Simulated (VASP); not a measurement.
Crystal: NaCl.

```
Na Cl
1.0
     0.00000    2.84345    2.84345
     2.84345    0.00000    2.84345
     2.84345    2.84345    0.00000
Na Cl
1 1
Cartesian
  0.0000 0.0000 0.0000
  2.8434 2.8434 2.8434
```

- Program: VASP 6.6.1
- Task: relaxation of cell and atoms
- Functional: RPBE
- Potentials or basis: VASP PAW PBE potentials, release 64 (Na_pv, Cl)
- Cutoff: 600 eV
- k mesh: 8 × 8 × 8
- Occupations: gaussian, width 0.02 eV
- Spin: no spin polarisation

At the start: pressure 1.9 GPa; volume 22.99 Å³/atom.

Where does the relaxation end?

Over 4 steps the energy falls by 10.8 meV/atom and the volume is 24.94 Å³/atom (+8.5 %); space group Fm-3m (No. 225, to 0.05 Å).

Step by step:
```tsv
step	energy change (eV)	largest force (eV/Å)	pressure (GPa)	volume (Å³)
1	0.0000	0.0000	1.92	45.98
2	-0.0161	0.0000	0.90	47.84
3	-0.0214	0.0000	-0.12	50.17
4	-0.0216	0.0000	-0.01	49.87
```

Final structure:
```
Na Cl
1.0
     0.00000    2.92157    2.92157
     2.92157    0.00000    2.92157
     2.92157    2.92157    0.00000
Na Cl
1 1
Direct
  0.00000 0.00000 0.00000
  0.50000 0.50000 0.50000
```

Caveat: the PAW data sets were made with another functional, which shifts forces and pressure a little.
